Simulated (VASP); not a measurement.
Energy against volume of Be (hcp). These are PW91 GGA, VASP's PBE PAW potentials (set 64) (plane waves; VASP) values and carry that method's errors. Run with 520 eV cut-off, 18×18×10 Γ-centred mesh, first-order Methfessel-Paxton smearing of 0.10 eV, potentials Be.

Shape and ions are relaxed at each volume.

| V (Å³/atom) | E (eV/atom) |
|---|---|
| 7.441 | -3.70230 |
| 7.679 | -3.71115 |
| 7.916 | -3.71385 |
| 8.154 | -3.71116 |

Task: Fit these four points and predict the energy of the run at 8.391 Å³/atom.

Result: A cubic in V^(−2/3), the third-order Birch-Murnaghan form, passes through the four points with V0 = 7.91 Å³/atom and B0 = 121 GPa, and gives -3.7037 eV/atom there. The run gave -3.7037 eV/atom, +0.0 meV/atom from the fit; all five points give B0 = 121 GPa.

The compound is Be in the hcp structure. It was relaxed first.
